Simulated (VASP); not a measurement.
# Li4B4H15 (a cell with a defect) in VASP: a series of runs

The runs below take Li4B4H15 (a cell with a defect) through single point, with PBEsol.

All numbers are computed with VASP 6.6.1; they aren't measurements. Logs are shortened: lines on timing, memory, paths and dates and some standing lists are left out, and cuts for length are marked.

## (1) The structure

The cell holds a defect, 23 atoms: a = 5.643 Å, b = 5.643 Å, c = 5.643 Å, α = 90.00°, β = 90.00°, γ = 90.00°.

## (2) Single point, PBEsol

The input, INCAR:

```
PREC = Accurate
ENCUT = 520
EDIFF = 1E-7
ISMEAR = 0
SIGMA = 0.05
LREAL = Auto
LASPH = T
NELM = 100
ALGO = Fast
ISIF = 2
LWAVE = F
LCHARG = F
GGA = PS
NBANDS = 36
```

The input, KPOINTS:

```
regular mesh
0
Gamma
  4 4 4
```

The input, POSCAR:

```
Li4B4H15
1.0
    5.6432012145      0.0000000000      0.0000000000
    0.0000000000     -5.6432012145      0.0000000000
    0.0000000000      0.0000000000     -5.6432012145
Li B H
4 4 15
Direct
    0.6127286390     -0.1127285694      0.6127286390
    0.0728986943      0.4271013753      0.4934408493
    0.0728986943      0.0065592203      0.0728986943
    0.4934408493      0.4271013753      1.0728986563
    0.4759706234      0.0240292690     -0.0479876562
    0.0329049050      0.4670951646      0.0329049050
   -0.0479876562      0.0240292690      0.4759706234
    0.4759706234      0.5479877258      0.4759706234
    0.9322065261      0.5677935055      0.1946854202
    0.8386647614      0.1921389932      0.5547714641
    0.3078608992      0.6613350930      0.5547714641
    0.3078608992      0.9452285675      0.8386647614
    0.9322065261      0.3053144721      0.9322065261
    0.8386647614      0.9452285675      0.3078608992
    0.4222954152      0.3452593530      0.4222954152
    0.6307225039      0.8692775277     -0.0363203423
    0.4222954152      0.0777044772      0.1547407166
   -0.0363203423      0.8692775277      0.6307225039
    0.6307225039      0.5363204119      0.6307225039
    0.5547714641      0.1921389932      0.8386647614
    0.1946854202      0.5677935055      0.9322065261
    0.1547407166      0.0777044772      0.4222954152
    0.5547714641      0.6613350930      0.3078608992
```

Potentials or basis: VASP PAW PBE potentials, release 64 (Li_sv, B, H).

On the command line:

```bash
$ cat potpaw_PBE.64/Li_sv/POTCAR potpaw_PBE.64/B/POTCAR potpaw_PBE.64/H/POTCAR > POTCAR
$ mpirun -np 1 vasp_std > vasp.out
```

OUTCAR:

```text
PREC = Accurate
   ENCUT = 520
   EDIFF = 1E-7
   ISMEAR = 0
   LREAL = Auto
   LASPH = T
   NELM = 100
   ISIF = 2
   GGA = PS

 ion  position               nearest neighbor table
   1  0.613  0.887  0.613-   5 2.20   7 2.20   8 2.20
   2  0.073  0.427  0.493-   8 2.38   7 2.38
   3  0.073  0.007  0.073-   5 2.38   7 2.38
   4  0.493  0.427  0.073-   8 2.38   5 2.38
   5  0.476  0.024  0.952-  17 1.22  12 1.23  20 1.23  16 1.24   1 2.20   3 2.38   4 2.38
   6  0.033  0.467  0.033-   9 1.22  21 1.22  13 1.22
   7  0.952  0.024  0.476-  22 1.22  14 1.23  10 1.23  18 1.24   1 2.20   3 2.38   2 2.38
   8  0.476  0.548  0.476-  15 1.22  11 1.23  23 1.23  19 1.24   1 2.20   2 2.38   4 2.38
   9  0.932  0.568  0.195-   6 1.22
  10  0.839  0.192  0.555-   7 1.23
  11  0.308  0.661  0.555-   8 1.23
  12  0.308  0.945  0.839-   5 1.23
  13  0.932  0.305  0.932-   6 1.22
  14  0.839  0.945  0.308-   7 1.23
  15  0.422  0.345  0.422-   8 1.22
  16  0.631  0.869  0.964-   5 1.24
  17  0.422  0.078  0.155-   5 1.22
  18  0.964  0.869  0.631-   7 1.24
  19  0.631  0.536  0.631-   8 1.24
  20  0.555  0.192  0.839-   5 1.23
  21  0.195  0.568  0.932-   6 1.22
  22  0.155  0.078  0.422-   7 1.22
  23  0.555  0.661  0.308-   8 1.23

  LATTYP: Found a simple cubic cell.
 ALAT       =     5.6432012145

  Lattice vectors:

 A1 = (   5.6432012145,   0.0000000000,   0.0000000000)
 A2 = (   0.0000000000,  -5.6432012145,   0.0000000000)
 A3 = (   0.0000000000,   0.0000000000,  -5.6432012145)

Analysis of symmetry for initial positions (statically):
=====================================================================
 Subroutine PRICEL returns:
 Original cell was already a primitive cell.

 Routine SETGRP: Setting up the symmetry group for a
 simple cubic supercell.

 Subroutine GETGRP returns: Found  6 space group operations
 (whereof  2 operations were pure point group operations)
 out of a pool of 48 trial point group operations.

The static configuration has the point symmetry C_1h.
 The point group associated with its full space group is C_3v.

Analysis of symmetry for dynamics (positions and initial velocities):
=====================================================================
 Subroutine PRICEL returns:
 Original cell was already a primitive cell.

 Routine SETGRP: Setting up the symmetry group for a
 simple cubic supercell.

 Subroutine GETGRP returns: Found  6 space group operations
 (whereof  2 operations were pure point group operations)
[... 140 lines left out ...]
   ISYM   =      2    0-nonsym 1-usesym 2-fastsym
   POTIM  = 0.5000    time-step for ionic-motion
   TEBEG  =    0.0;   TEEND  =   0.0 temperature during run
   PSTRESS=    0.0 pullay stress
   NELECT =      39.0000    total number of electrons
   NUPDOWN=      -1.0000    fix difference up-down
   EMIN   =  10.00;   EMAX   =-10.00  energy-range for DOS
   EFERMI =   0.00;   METHOD = LEGACY
   ISMEAR =     0;   SIGMA  =   0.05  broadening in eV -4-tet -1-fermi 0-gaus
   EFERMI_NEDOS =   21; number of points for ismear=-14 and -15
   IALGO  =     68    algorithm
   IMIX   =      4    mixing-type and parameters
     AMIX     =   0.40;   BMIX     =  1.00
     AMIX_MAG =   1.60;   BMIX_MAG =  1.00
  volume/ion in A,a.u.               =       7.81        52.73
  Fermi-wavevector in a.u.,A,eV,Ry     =   0.983794  1.859101 13.168407  0.967851
  Thomas-Fermi vector in A             =   2.114979
   LORBIT       =      0    0 simple, 1 ext, 2 COOP (PROOUT), +10 PAW based schemes
   GGA     = PS    functional components
   LHFCALC =     F    Hartree Fock is set to
   AEXX    =    0.0000 exact exchange contribution
   IVDW    =     0    specifies the selected vdW correction
   LEPSILON=     F    determine dielectric tensor
   LRPA    =     F    only Hartree local field effects (RPA)
 non-spin polarized calculation
 RMM-DIIS sequential band-by-band and
 Gauss-broadening in eV      SIGMA  =   0.05
  energy-cutoff  :      520.00
  volume of cell :      179.71
 maximum number of plane-waves:      4945
 NGX is ok and might be reduce to    42
   NGX = 21   NGY = 21   NGZ = 21

 number of electron      39.0000001 magnetization

 Free energy of the ion-electron system (eV)
  ---------------------------------------------------
  ext. energy  EPLUGINS =         0.00000000
  ---------------------------------------------------
  free energy    TOTEN  =       -90.16977200 eV

  energy without entropy =      -90.16339188  energy(sigma->0) =      -90.16658194

 E-fermi :   0.8027     XC(G=0):  -8.2609

 val. band max:        0.7880438223   @ k =   0.2500   0.0000   0.0000
 cond. band min:       0.8419048710   @ k =   0.5000   0.5000   0.0000
 fundamental gap:      0.0538610486
 Fermi energy:         0.8026813323

 k-point     1 :       0.0000    0.0000    0.0000
  band No.  band energies     occupation
      1     -45.1484      2.00000
      2     -45.1461      2.00000
      3     -45.1461      2.00000
      4     -44.9771      2.00000
      5      -9.9020      2.00000
      6      -8.3419      2.00000
[... 431 lines left out ...]
     30       6.7385      0.00000
     31       7.0356      0.00000
 [bands above 31 left out]

------------------------ aborting loop because EDIFF is reached ----------------------------------------

  FORCE on cell =-STRESS in cart. coord.  units (eV):
  Direction    XX          YY          ZZ          XY          YZ          ZX
  --------------------------------------------------------------------------------------
  -------------------------------------------------------------------------------------
  Total        0.7185523      0.7185523      0.7185523     -0.2238034      0.2238034      0.2238034
  in kB        6.4060797      6.4060797      6.4060797     -1.9952652      1.9952652      1.9952652
  external PRESSURE =       6.4060797 kB  Pullay stress =       0.0000000 kB

 VOLUME and BASIS-vectors are now :
 -----------------------------------------------------------------------------
  energy-cutoff  :      520.00
  volume of cell :      179.71
      direct lattice vectors                 reciprocal lattice vectors
     5.643201215  0.000000000  0.000000000     0.177204385  0.000000000  0.000000000
     0.000000000 -5.643201215  0.000000000     0.000000000 -0.177204385  0.000000000
     0.000000000  0.000000000 -5.643201215     0.000000000  0.000000000 -0.177204385

 POSITION                                       TOTAL-FORCE (eV/Angst)
 -----------------------------------------------------------------------------------
      3.45775     -5.00705     -3.45775        -0.000551     -0.000551      0.000551
      0.41138     -2.41022     -2.78459        -0.006840     -0.006840     -0.004568
      0.41138     -0.03701     -0.41138        -0.006840      0.004568      0.006840
      2.78459     -2.41022     -0.41138         0.004568     -0.006840      0.006840
      2.68600     -0.13560     -5.37240         0.001483      0.001483     -0.007887
      0.18569     -2.63591     -0.18569         0.011101      0.011101     -0.011101
[... 15 lines left out ...]
      0.87323     -0.43850     -2.38310         0.015781     -0.006289      0.006289
      3.13069     -3.73205     -1.73732         0.005757     -0.006951      0.013865
 -----------------------------------------------------------------------------------
    total drift:                               -0.000399     -0.001052      0.000315

  FREE ENERGIE OF THE ION-ELECTRON SYSTEM (eV)
  ---------------------------------------------------
  free  energy   TOTEN  =       -90.1697719962 eV

  energy  without entropy=      -90.1633918773  energy(sigma->0) =      -90.16658194
```

OSZICAR:

```text
N       E                     dE             d eps       ncg     rms          rms(c)
DAV:   1     0.130994861111E+03    0.13099E+03   -0.15313E+04   936   0.100E+03
DAV:   2    -0.745568762002E+02   -0.20555E+03   -0.19528E+03  1068   0.230E+02
DAV:   3    -0.971077878485E+02   -0.22551E+02   -0.22402E+02  1416   0.601E+01
[... 22 lines left out ...]
RMM:  26    -0.901697710389E+02   -0.87923E-06   -0.59917E-06  1508   0.913E-03    0.132E-04
RMM:  27    -0.901697714572E+02   -0.41830E-06   -0.31932E-06  1435   0.686E-03    0.242E-04
RMM:  28    -0.901697717482E+02   -0.29101E-06   -0.20559E-06  1421   0.539E-03    0.563E-04
RMM:  29    -0.901697719129E+02   -0.16468E-06   -0.11116E-06  1362   0.423E-03    0.831E-04
RMM:  30    -0.901697719962E+02   -0.83393E-07   -0.68171E-07  1321   0.353E-03
   1 F= -.90169772E+02 E0= -.90166582E+02  d E =-.638012E-02
```

It took 4.3 min on 1 thread of Intel Xeon Platinum 8259CL at 2.50GHz (Skylake/Cascade Lake), shared host; peak memory 0.28 GiB.

What came out:

```yaml
Free_energy: -90.1698 eV
Largest_force: 0.019 eV/Å
Band_gap_on_the_k_mesh: none (metal or under the smearing width)
```

Forces in eV/Å, atoms in the order of the input:
```
Li  -0.001 -0.001  0.001
Li  -0.007 -0.007 -0.005
Li  -0.007  0.005  0.007
Li   0.005 -0.007  0.007
B    0.001  0.001 -0.008
B    0.011  0.011 -0.011
B    0.008  0.001 -0.001
B    0.001  0.008 -0.001
H   -0.006 -0.006 -0.012
H   -0.007 -0.014 -0.006
H   -0.014 -0.007 -0.006
H   -0.014  0.006  0.007
H   -0.006  0.012  0.006
H   -0.007  0.006  0.014
H   -0.006  0.016  0.006
H    0.009  0.009  0.003
H   -0.006 -0.006 -0.016
H   -0.003  0.009 -0.009
H    0.009 -0.003 -0.009
H    0.006 -0.014  0.007
H    0.012 -0.006  0.006
H    0.016 -0.006  0.006
H    0.006 -0.007  0.014
```

Levels at points of the mesh, in eV from the Fermi level:
| k point | band 15 | band 16 | band 17 | band 18 | band 19 | band 20 | band 21 | band 22 | band 23 | band 24 |
| --- | --- | --- | --- | --- | --- | --- | --- | --- | --- | --- |
| (0.00, 0.00, 0.00) | -4.11 | -4.11 | -3.85 | -3.53 | -3.53 | 0.06 | 2.85 | 3.23 | 3.23 | 3.77 |
| (0.50, 0.00, 0.00) | -4.21 | -4.03 | -4.02 | -3.85 | -3.71 | -0.11 | 3.36 | 3.88 | 4.19 | 4.22 |
| (0.50, 0.50, 0.00) | -4.35 | -4.18 | -3.86 | -3.74 | -3.36 | 0.04 | 3.78 | 4.28 | 4.41 | 4.74 |
| (0.50, 0.50, 0.50) | -3.80 | -3.80 | -3.67 | -3.43 | -3.43 | 0.57 | 3.23 | 4.00 | 4.00 | 4.08 |

Caveat: the cutoff is under 1.25 times the usual one of these potentials, so pressure, stress and relaxed cells hold a basis-set (Pulay) error; the PAW data sets were made with another functional, which shifts forces and pressure a little.

## (3) Single point, PBEsol

The input, INCAR:

```
ALGO     = Fast           # electronic algorithm
EDIFF    = 1E-7           # SCF threshold, eV
ENCUT    = 520            # plane-wave cutoff, eV
GGA      = PS             # functional
ISIF     = 2              # what is computed and relaxed
ISMEAR   = 0              # smearing method
LASPH    = T              # aspherical terms in the spheres
LCHARG   = F              # write CHGCAR
LREAL    = Auto         
LWAVE    = F              # write WAVECAR
NBANDS   = 36             # bands
NELM     = 100            # most SCF steps
PREC     = Accurate       # precision mode
SIGMA    = 0.05           # smearing width, eV
```

The input, KPOINTS:

```
k-points
0
Gamma
  4 4 4
```

The input, POSCAR:

```
Li4B4H15
1.0
    5.6432012145      0.0000000000      0.0000000000
    0.0000000000     -5.6432012145      0.0000000000
    0.0000000000      0.0000000000     -5.6432012145
Li B H
4 4 15
Direct
    0.5199132651     -0.0199132651      0.5530755170
   -0.0199149819      0.5199149819      0.5530846971
    0.0397381024      0.0397306391      0.0729003543
    0.4602693609      0.4602618976      1.0729003543
    0.4715431423      0.0284568577     -0.0075516808
    0.0284646601      0.4715353399     -0.0075413489
   -0.0119816597     -0.0119791302      0.4759731212
    0.5119791302      0.5119816597      0.4759731212
    0.9007395457      0.5992604543      0.0791834585
    0.8539687067      0.0779102568      0.5927494115
    0.4220897432      0.6460312933      0.5927494115
    0.3065895132      0.9387140486      0.8854321667
    0.9387150983      0.3065899189      0.8854362169
    0.8919442593      0.8919472597      0.3078631207
    0.3837776890      0.3837793512      0.4222974365
    0.5992615257      0.9007384743      0.0791807652
    0.2499980056      0.2500019944      0.1547403964
    0.0779071577      0.8539716854      0.5927494332
    0.6460283146      0.4220928423      0.5927494332
    0.5612859514      0.1934104868      0.8854321667
    0.1934100811      0.5612849017      0.8854362169
    0.1162206488      0.1162223110      0.4222974365
    0.6080527403      0.6080557407      0.3078631207
```

Potentials or basis: VASP PAW PBE potentials, release 64 (Li_sv, B, H).

On the command line:

```bash
$ cat potpaw_PBE.64/Li_sv/POTCAR potpaw_PBE.64/B/POTCAR potpaw_PBE.64/H/POTCAR > POTCAR
$ mpirun -np 1 vasp_std > vasp.out
```

Run time: 7.3 min. Hardware: 1 thread of Intel Xeon Platinum 8259CL at 2.50GHz (Skylake/Cascade Lake), shared host; peak memory 0.31 GiB.

The run converged. Its results:

```
Free energy            : -86.9382 eV
Largest force          : 4.516 eV/Å
Band gap on the k mesh : none (metal or under the smearing width)
```

Forces in eV/Å, atoms in the order of the input:
```
Li  -0.037 -0.037  0.193
Li   0.037  0.037  0.193
Li  -0.058  0.058  0.180
Li   0.058 -0.058  0.180
B   -2.127 -2.127  0.769
B    2.127  2.127  0.768
B   -2.581  2.581  1.062
B    2.581 -2.581  1.062
H   -1.230 -1.230 -1.303
H   -1.959 -1.201 -1.448
H   -1.201 -1.959 -1.448
H    0.075  0.081  0.148
H   -0.081 -0.075  0.148
H   -0.163  0.163 -0.101
H   -3.068  3.068  1.252
H    1.231  1.231 -1.304
H    0.000  0.000  1.099
H    1.201  1.959 -1.448
H    1.959  1.201 -1.448
H    0.081  0.075  0.148
H   -0.075 -0.081  0.148
H    3.068 -3.068  1.252
H    0.163 -0.163 -0.101
```

Levels at points of the mesh, in eV from the Fermi level:
```tsv
k point	band 16	band 17	band 18	band 19	band 20	band 21	band 22	band 23
(0.00, 0.00, 0.00)	-3.98	-3.50	-3.50	-2.57	0.27	2.38	3.49	3.50
(0.50, 0.00, 0.00)	-4.20	-3.77	-3.72	-2.76	-0.19	2.72	4.11	4.63
(0.00, 0.00, 0.50)	-4.00	-3.89	-3.66	-3.14	0.07	2.90	4.22	4.37
(0.50, 0.50, 0.00)	-3.89	-3.75	-3.41	-3.05	-0.13	2.51	4.63	4.82
(0.00, 0.50, 0.50)	-4.23	-3.91	-3.54	-2.55	-0.06	3.09	4.40	4.68
(0.50, 0.50, 0.50)	-3.72	-3.70	-3.43	-2.43	0.45	2.11	3.64	3.77
```

Caveat: the cutoff is under 1.25 times the usual one of these potentials, so pressure, stress and relaxed cells hold a basis-set (Pulay) error; the PAW data sets were made with another functional, which shifts forces and pressure a little.

## (4) Single point, PBEsol

The input, INCAR:

```
PREC     = Accurate       # precision mode
ENCUT    = 520            # plane-wave cutoff, eV
EDIFF    = 1E-6           # SCF threshold, eV
ISMEAR   = 0              # smearing method
SIGMA    = 0.05           # smearing width, eV
LREAL    = Auto         
LASPH    = T              # aspherical terms in the spheres
NELM     = 100            # most SCF steps
ALGO     = Fast           # electronic algorithm
ISIF     = 2              # what is computed and relaxed
LWAVE    = F              # write WAVECAR
LCHARG   = F              # write CHGCAR
GGA      = PS             # functional
NBANDS   = 36             # bands
```

The input, KPOINTS:

```
regular mesh
0
Gamma
  4 4 4
```

The input, POSCAR:

```
Li4B4H15
1.0
    5.6432012145      0.0000000000      0.0000000000
    0.0000000000     -5.6432012145      0.0000000000
    0.0000000000      0.0000000000     -5.6432012145
Li B H
4 4 15
Direct
    0.4822964311      0.0177035689      0.5294317509
    0.0177035689      0.4822964311      0.5294317509
    0.0034712445      0.0034712445      0.0195836688
    0.4965287555      0.4965287555      1.0195836688
    0.4351134051      0.0648865949     -0.0013600067
    0.0648865949      0.4351134051     -0.0013600067
   -0.0233564223     -0.0233564223      0.4840916795
    0.5233564223      0.5233564223      0.4840916795
    0.9761786716      0.5238213284      0.1735998125
    0.8248932891      0.0731137969      0.6064442023
    0.4268862031      0.6751067109      0.6064442023
    0.3204186030      0.9250226516      0.8794715167
    0.9250226516      0.3204186030      0.8794715167
    0.8835841455      0.8835841455      0.3115167661
    0.3750605075      0.3750605075      0.4233364825
    0.5238213284      0.9761786716      0.1735998125
    0.2500000000      0.2500000000      0.0509111431
    0.0731137969      0.8248932891      0.6064442023
    0.6751067109      0.4268862031      0.6064442023
    0.5749773484      0.1795813970      0.8794715167
    0.1795813970      0.5749773484      0.8794715167
    0.1249394925      0.1249394925      0.4233364825
    0.6164158545      0.6164158545      0.3115167661
```

On the command line:

```bash
$ cat potpaw_PBE.64/Li_sv/POTCAR potpaw_PBE.64/B/POTCAR potpaw_PBE.64/H/POTCAR > POTCAR
$ mpirun -np 1 vasp_std > vasp.out
```

Wall time 5 min (1 thread of Intel Xeon Platinum 8259CL at 2.50GHz (Skylake/Cascade Lake), shared host); peak memory 0.3 GiB.

It converged, with:

| Item | Value |
| --- | --- |
| Free energy | -89.6881 eV |
| Largest force | 0.018 eV/Å |
| Band gap on the k mesh | none (metal or under the smearing width) |

Forces on the atoms (eV/Å):
```
Li   0.001  0.001 -0.001
Li  -0.001 -0.001 -0.001
Li  -0.005  0.005  0.004
Li   0.005 -0.005  0.004
B   -0.004 -0.004  0.001
B    0.004  0.004  0.001
B    0.001 -0.001 -0.004
B   -0.001  0.001 -0.004
H   -0.005 -0.005 -0.009
H   -0.011 -0.010 -0.011
H   -0.010 -0.011 -0.011
H   -0.011  0.013  0.007
H   -0.013  0.011  0.007
H   -0.008  0.008  0.014
H   -0.009  0.009  0.005
H    0.005  0.005 -0.009
H    0.000  0.000 -0.004
H    0.010  0.011 -0.011
H    0.011  0.010 -0.011
H    0.013 -0.011  0.007
H    0.011 -0.013  0.007
H    0.009 -0.009  0.005
H    0.008 -0.008  0.014
```

Levels at points of the mesh, in eV from the Fermi level:
```csv
k point,band 18,band 19,band 20,band 21,band 22,band 23
"(0.00, 0.00, 0.00)",-4.29,-4.23,0.29,2.26,2.28,2.36
"(0.50, 0.00, 0.00)",-4.67,-4.57,-0.25,2.96,2.97,3.47
"(0.00, 0.00, 0.50)",-4.54,-4.51,0.00,2.12,3.18,3.40
"(0.50, 0.50, 0.00)",-4.29,-4.20,0.44,1.65,3.31,3.46
"(0.00, 0.50, 0.50)",-4.36,-4.35,-0.07,3.17,3.20,3.30
"(0.50, 0.50, 0.50)",-4.26,-4.19,0.62,2.15,2.32,2.42
```

Caveat: the cutoff is under 1.25 times the usual one of these potentials, so pressure, stress and relaxed cells hold a basis-set (Pulay) error; the PAW data sets were made with another functional, which shifts forces and pressure a little.

## (5) Summary

| cell | gap on the mesh (eV) | largest force (eV/Å) |
| --- | --- | --- |
| R3m, 7.81 Å³/atom | none | 0.02 |
| Cmm2, 7.81 Å³/atom | none | 4.52 |
| atom 17 (H) set half-way to the vacancy, atoms relaxed in the symmetry of that start | none | 0.02 |

Alike in all rows: task single point; level PBEsol; potentials or basis VASP PAW PBE potentials, release 64 (Li_sv, B, H); no spin polarisation; k mesh 4 × 4 × 4; cutoff (eV) 520; smearing gaussian 0.05 eV.

Caveats: the cutoff is under 1.25 times the usual one of these potentials, so pressure, stress and relaxed cells hold a basis-set (Pulay) error; the PAW data sets were made with another functional, which shifts forces and pressure a little.

Total energies depend on the potentials used, so only differences within one code and one set of settings carry meaning.
